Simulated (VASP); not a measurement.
# Ru (P6_3/mmc) in VASP: elastic constants with PBE

Aim: the elastic constants of Ru with PBE.

Everything below comes from runs of VASP 6.6.1. Logs are shortened: lines on timing, memory, paths and dates and some standing lists are left out, and cuts for length are marked.

## 1. The structure

Symmetry: P6_3/mmc, No. 194, hexagonal system. The conventional cell has a = 2.718 Å, b = 2.718 Å, c = 4.301 Å, α = 90.00°, β = 90.00°, γ = 120.00°. Ru (site symmetry -6m2) has 12 Ru at 2.66 to 2.72 Å as nearest neighbours.

## 2. Elastic constants, PBE

Input file POSCAR:

```
Ru
1.0
    2.7179492861     -0.0000000000     -0.0000000000
   -1.3589746431      2.3538131281     -0.0000000000
    0.0000000000      0.0000000000      4.3005685480
  Ru
     2
Direct
     0.3333333332999970    0.6666666667000030    0.2500000000000000
     0.6666666667000030    0.3333333332999970    0.7500000000000000
```

Input file INCAR.step1:

```
PREC     = Accurate       # precision mode
ENCUT    = 600            # plane-wave cutoff, eV
EDIFF    = 1E-8           # SCF threshold, eV
ISMEAR   = 1              # smearing method
SIGMA    = 0.2            # smearing width, eV
LREAL    = F              # projectors in reciprocal space
LASPH    = T              # aspherical terms in the spheres
NELM     = 80             # most SCF steps
ALGO     = Normal         # electronic algorithm
ISIF     = 3              # what is computed and relaxed
LWAVE    = F              # write WAVECAR
LCHARG   = F              # write CHGCAR
GGA      = PE             # functional
KPAR     = 2            
IBRION   = 2              # ionic algorithm
NSW      = 40             # ionic steps
EDIFFG   = -0.002         # ionic threshold
```

Input file INCAR.step2:

```
PREC     = Accurate       # precision mode
ENCUT    = 600            # plane-wave cutoff, eV
EDIFF    = 1E-8           # SCF threshold, eV
ISMEAR   = 1              # smearing method
SIGMA    = 0.2            # smearing width, eV
LREAL    = F              # projectors in reciprocal space
LASPH    = T              # aspherical terms in the spheres
NELM     = 80             # most SCF steps
ALGO     = Normal         # electronic algorithm
ISIF     = 3              # what is computed and relaxed
LWAVE    = F              # write WAVECAR
LCHARG   = F              # write CHGCAR
GGA      = PE             # functional
KPAR     = 2            
IBRION   = 6              # ionic algorithm
NFREE    = 2            
POTIM    = 0.015          # step
NSW      = 1              # ionic steps
```

Input file KPOINTS:

```
regular mesh
0
Gamma
  30 30 16
```

Potentials or basis: VASP PAW PBE potentials, release 64 (Ru_pv).

The run is started by

```
> cat potpaw_PBE.64/Ru_pv/POTCAR > POTCAR
> cp INCAR.step1 INCAR
> mpirun -np 2 vasp_std > vasp.out
> cp CONTCAR POSCAR
> cp INCAR.step2 INCAR
> mpirun -np 2 vasp_std > vasp.out
```

OUTCAR:

```text
PREC = Accurate
   ENCUT = 600
   EDIFF = 1E-8
   ISMEAR = 1
   LREAL = F
   LASPH = T
   NELM = 80
   ISIF = 3
   GGA = PE
   IBRION = 6
   NFREE = 2
   POTIM = 0.015
   NSW = 1

 ion  position               nearest neighbor table
   1  0.333  0.667  0.250-   2 2.66   2 2.66   2 2.66   2 2.66   2 2.66   2 2.66
   2  0.667  0.333  0.750-   1 2.66   1 2.66   1 2.66   1 2.66   1 2.66   1 2.66

  LATTYP: Found a hexagonal cell.
 ALAT       =     2.7210445429
 C/A-ratio  =     1.5769935093

  Lattice vectors:

 A1 = (   2.7210445429,  -0.0000000000,   0.0000000000)
 A2 = (  -1.3605222715,   2.3564936991,   0.0000000000)
 A3 = (   0.0000000000,   0.0000000000,   4.2910695826)

Analysis of symmetry for initial positions (statically):
=====================================================================
 Subroutine PRICEL returns:
 Original cell was already a primitive cell.

 Routine SETGRP: Setting up the symmetry group for a
 hexagonal supercell.

 Subroutine GETGRP returns: Found 24 space group operations
 (whereof 12 operations were pure point group operations)
 out of a pool of 24 trial point group operations.

The static configuration has the point symmetry D_3d.
 The point group associated with its full space group is D_6h.

Analysis of symmetry for dynamics (positions and initial velocities):
=====================================================================
 Subroutine PRICEL returns:
 Original cell was already a primitive cell.

 Routine SETGRP: Setting up the symmetry group for a
 hexagonal supercell.

 Subroutine GETGRP returns: Found 24 space group operations
 (whereof 12 operations were pure point group operations)
 out of a pool of 24 trial point group operations.

The dynamic configuration has the point symmetry D_3d.
 The point group associated with its full space group is D_6h.
[... 840 lines left out ...]
      6     -30.0169      2.00000
[... 10 lines left out ...]
     17      14.3008     -0.00000
     18      20.8088      0.00000

 [... further k-points ...]

------------------------ aborting loop because EDIFF is reached ----------------------------------------

  FORCE on cell =-STRESS in cart. coord.  units (eV):
  Direction    XX          YY          ZZ          XY          YZ          ZX
  --------------------------------------------------------------------------------------
  -------------------------------------------------------------------------------------
  Total        0.0021807      0.0021807      0.0169867     -0.0000000     -0.0000000     -0.0000000
  in kB        0.1269798      0.1269798      0.9891293     -0.0000000     -0.0000000     -0.0000000
  external PRESSURE =       0.4143630 kB  Pullay stress =       0.0000000 kB
[... 17 lines left out ...]
  FREE ENERGIE OF THE ION-ELECTRON SYSTEM (eV)
  ---------------------------------------------------
  free  energy   TOTEN  =       -18.4678210011 eV

  energy  without entropy=      -18.4689193867  energy(sigma->0) =      -18.46818713

 INTERNAL STRAIN TENSORS FROM STRAINED CELLS
 ============================================

 INTERNAL STRAIN TENSOR FOR ION    1 for displacements in x,y,z  (eV/Angst):
          X           Y           Z          XY          YZ          ZX
  --------------------------------------------------------------------------------
  x     0.00000    -0.00000    -0.00000    -2.65096     0.00000    -0.00000
  y    -2.65840     2.65177     0.00000     0.00013    -0.00029     0.00003
  z     0.00000     0.00000     0.00000     0.00000     0.00060    -0.00000

 INTERNAL STRAIN TENSORS FROM DISPLACED ATOMS
 ============================================

 INTERNAL STRAIN TENSOR FOR ION    1 for displacements in x,y,z  (eV/Angst):
          X           Y           Z          XY          YZ          ZX
  --------------------------------------------------------------------------------
  x     0.00000    -0.00000     0.00000    -2.65228     0.00000     0.00000
  y    -2.65228     2.65228    -0.00000    -0.00000     0.00000     0.00000
  z     0.00000    -0.00000     0.00000     0.00000     0.00000    -0.00000

 INTERNAL STRAIN TENSOR FOR ION    2 for displacements in x,y,z  (eV/Angst):
          X           Y           Z          XY          YZ          ZX
  --------------------------------------------------------------------------------
  x    -0.00000     0.00000    -0.00000     2.65228     0.00000     0.00000
  y     2.65228    -2.65228     0.00000     0.00000     0.00000     0.00000
  z     0.00000     0.00000    -0.00000    -0.00000    -0.00000     0.00000

 Eigenvectors and eigenvalues of the dynamical matrix
 ----------------------------------------------------

   1 f  =    7.615701 THz    47.850857 2PiTHz  254.032425 cm-1    31.495992 meV
             X         Y         Z           dx          dy          dz
     -0.000000  1.570996  1.072767     0.000000    0.000000    0.707107
      1.360522  0.785498  3.218302    -0.000000    0.000000   -0.707107
[... 16 lines left out ...]
   5 f  =    0.000000 THz     0.000000 2PiTHz    0.000000 cm-1     0.000000 meV
             X         Y         Z           dx          dy          dz
     -0.000000  1.570996  1.072767     0.000000    0.000000    0.707107
      1.360522  0.785498  3.218302    -0.000000    0.000000    0.707107

   6 f/i=    0.000000 THz     0.000000 2PiTHz    0.000002 cm-1     0.000000 meV
             X         Y         Z           dx          dy          dz
     -0.000000  1.570996  1.072767     0.141262    0.692853    0.000000
      1.360522  0.785498  3.218302     0.141262    0.692853    0.000000

--------------------------------------------------------------------------------------------------------

 ELASTIC MODULI CONTR FROM IONIC RELAXATION (kBar)
 Direction    XX          YY          ZZ          XY          YZ          ZX
 --------------------------------------------------------------------------------
 XX         -57.9360     57.9360     -0.0000      0.0000      0.0000     -0.0000
 YY          57.9360    -57.9360      0.0000      0.0000     -0.0000      0.0000
 ZZ          -0.0000      0.0000     -0.0000      0.0000     -0.0000      0.0000
 XY           0.0000      0.0000      0.0000    -57.9360     -0.0000      0.0000
 YZ           0.0000     -0.0000     -0.0000     -0.0000     -0.0000      0.0000
 ZX          -0.0000      0.0000      0.0000      0.0000      0.0000     -0.0000
 --------------------------------------------------------------------------------

 TOTAL ELASTIC MODULI (kBar)
 Direction    XX          YY          ZZ          XY          YZ          ZX
 --------------------------------------------------------------------------------
 XX        5709.3320   1829.9560   1704.3855     -0.0000     -0.0000     -0.0000
 YY        1829.9560   5709.3320   1704.3856     -0.0000      0.0000      0.0000
 ZZ        1704.3855   1704.3856   6443.3094     -0.0000     -0.0000     -0.0000
 XY          -0.0000     -0.0000     -0.0000   1939.6880      0.0000     -0.0000
 YZ           0.0000      0.0000     -0.0000      0.0000   1894.9420     -0.0000
 ZX          -0.0000      0.0000     -0.0000      0.0000     -0.0000   1894.9420
 --------------------------------------------------------------------------------
```

OUTCAR.step1:

```text
PREC = Accurate
   ENCUT = 600
   EDIFF = 1E-8
   ISMEAR = 1
   LREAL = F
   LASPH = T
   NELM = 80
   ISIF = 3
[... 943 lines left out ...]
  -------------------------------------------------------------------------------------
  Total       -0.0015687     -0.0015687      0.0036741      0.0000000      0.0000000      0.0000000
  in kB       -0.0913467     -0.0913467      0.2139428      0.0000000      0.0000000      0.0000000
  external PRESSURE =       0.0104165 kB  Pullay stress =       0.0000000 kB
[... 17 lines left out ...]
  FREE ENERGIE OF THE ION-ELECTRON SYSTEM (eV)
  ---------------------------------------------------
  free  energy   TOTEN  =       -18.4691688609 eV

  energy  without entropy=      -18.4702370427  energy(sigma->0) =      -18.46952492

 reached required accuracy - stopping structural energy minimisation
```

Run time: 1.5 h. Hardware: 2 MPI ranks of Intel Xeon Platinum 8488C (Sapphire Rapids), shared host; peak memory 3.2 GiB.

Results:

```yaml
Voigt_bulk_modulus: 315 GPa
Highest_phonon_frequency_at_Γ: 254 cm⁻¹
```

The path:
| step | energy change (eV) | largest force (eV/Å) | pressure (GPa) | volume (Å³) |
| --- | --- | --- | --- | --- |
| 1 | 0.0000 | 0.0000 | -0.02 | 27.51 |
| 2 | -0.0001 | 0.0000 | 0.14 | 27.51 |
| 3 | -0.0003 | 0.0000 | 0.06 | 27.51 |
| 4 | -0.0003 | 0.0000 | 0.06 | 27.51 |
| 5 | -0.0003 | 0.0000 | -0.16 | 27.53 |
| 6 | -0.0003 | 0.0000 | 0.01 | 27.51 |
| 7 | -0.0003 | 0.0000 | 0.00 | 27.51 |

Phonon frequencies in cm⁻¹ (negative: imaginary):
```csv
q point,frequencies
"(0.000, 0.000, 0.000)",0 0 0 195 195 254
```

Elastic tensor in Voigt notation (GPa, in the Cartesian axes of the cell as first typed):
```
571 183 170   0   0   0
183 571 170   0   0   0
170 170 644   0   0   0
  0   0   0 189   0   0
  0   0   0   0 189   0
  0   0   0   0   0 194
```

Clamped-ion elastic tensor (GPa):
```
577 177 170   0   0   0
177 577 170   0   0   0
170 170 644   0   0   0
  0   0   0 189   0   0
  0   0   0   0 189   0
  0   0   0   0   0 200
```
